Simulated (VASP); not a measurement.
MnS:

```
CELL_PARAMETERS angstrom
0.00000 2.61225 2.61225
2.61225 0.00000 2.61225
5.22450 5.22450 0.00000
ATOMIC_POSITIONS crystal
Mn 0.00000 0.00000 0.00000
Mn 0.00000 0.00000 0.50000
S 0.50000 0.50000 0.25000
S 0.50000 0.50000 0.75000
```

Base run:

```yaml
Program: VASP 6.6.1
Functional: PBEsol
Potentials_or_basis: VASP PAW PBE potentials, release 64 (Mn_pv, S)
Cutoff: 520 eV
k_mesh: 7 × 7 × 4
Occupations: gaussian, width 0.05 eV
Spin: collinear spin, ferromagnetic start
Starting_moments: "[4.0, 4.0, 0.0, 0.0] μB"
Hubbard_terms: Mn d U = 4 eV
```

Its results: band gap on the k mesh 0.58 eV; pressure -0.3 GPa; net moment 10.00 μB per cell; site moments Mn +4.59; S +0.08 μB.

Task: The run is repeated on the same cell with these changes: spin from collinear spin, ferromagnetic start to collinear spin, antiferromagnetic start; moments at the start from [4.0, 4.0, 0.0, 0.0] to [4.0, -4.0, 0.0, 0.0]. What comes out?

Result: Band gap on the k mesh 2.28 eV; pressure -1.8 GPa; net moment 0.00 μB per cell; site moments Mn +4.50, -4.50; S +0.00 μB.

Caveats: the PAW data sets were made with another functional, which shifts forces and pressure a little; an odd mesh through Γ misses points on the zone boundary, where band edges often lie.

Not every run made on this cell is shown here.
